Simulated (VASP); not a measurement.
An input for Quantum ESPRESSO's pw.x (written as the equivalent of a VASP run, and not itself run):

```
&CONTROL
  calculation = 'vc-relax'
  pseudo_dir = './pseudo'
  outdir = './out'
  tprnfor = .true.
  tstress = .true.
  nstep = 60
  forc_conv_thr = 0.00078
/
&SYSTEM
  ibrav = 0
  nat = 8
  ntyp = 2
  ecutwfc = 90
  occupations = 'smearing'
  smearing = 'gaussian'
  degauss = 0.003675
  input_dft = 'pz'
/
&ELECTRONS
  conv_thr = 7.3e-08
  electron_maxstep = 100
/
&IONS
/
&CELL
/
ATOMIC_SPECIES
  Fe 55.845 Fe.upf
  Si 28.085 Si.upf
CELL_PARAMETERS angstrom
     4.3714161    0.0000000    0.0000000
    -0.0000000    4.3714161    0.0000000
     0.0000000    0.0000000    4.3714161
ATOMIC_POSITIONS crystal
  Fe   0.8629571  0.6370429  0.3629571
  Fe   0.3629571  0.8629571  0.6370429
  Fe   0.1370429  0.1370429  0.1370429
  Fe   0.6370429  0.3629571  0.8629571
  Si   0.1588465  0.3411535  0.6588465
  Si   0.6588465  0.1588465  0.3411535
  Si   0.8411535  0.8411535  0.8411535
  Si   0.3411535  0.6588465  0.1588465
K_POINTS automatic
  5 5 5 0 0 0
```

Q: Write the VASP files for the same calculation (LDA).

A: Several could match; the one computed here: 
INCAR:
```
# general
SYSTEM =FeSi
PREC   =Accurate
ENCUT  =400
LREAL  =.False.
LASPH  =.True.

# electronic loop
EDIFF  =1E-6
NELM   =100
ALGO   =Normal
LMAXMIX=4

# smearing
ISMEAR =0
SIGMA  =0.05

# ions
IBRION =2
NSW    =60
ISIF   =3
EDIFFG =-0.02

# output
LWAVE  =.False.
LCHARG =.False.
```

KPOINTS:
```
Automatic
0
Gamma
 5 5 5
```

POSCAR:
```
FeSi
1
    4.3714161188     0.0000000000     0.0000000000
   -0.0000000000     4.3714161188     0.0000000000
    0.0000000000     0.0000000000     4.3714161188
Fe Si
4 4
Direct
  0.8629571367   0.6370428633   0.3629571367
  0.3629571367   0.8629571367   0.6370428633
  0.1370428633   0.1370428633   0.1370428633
  0.6370428633   0.3629571367   0.8629571367
  0.1588464985   0.3411535015   0.6588464985
  0.6588464985   0.1588464985   0.3411535015
  0.8411535015   0.8411535015   0.8411535015
  0.3411535015   0.6588464985   0.1588464985
```

POTCAR, in this order: Fe Si (LDA.64 set). Program: vasp_std.

Limits of the translation: the potentials are each code's own (VASP's PAW set, PseudoDojo norm-conserving files in pw.x), so ENCUT and ecutwfc are chosen apart and not converted; conv_thr bounds pw.x's estimated SCF error, while EDIFF bounds the energy change between steps; forc_conv_thr acts on force components and is met together with etot_conv_thr.

The compound is FeSi in the B20 structure. This run relaxes it. Symmetry was kept, so distortions that lower it aren't found. The start is the result of an earlier pass.
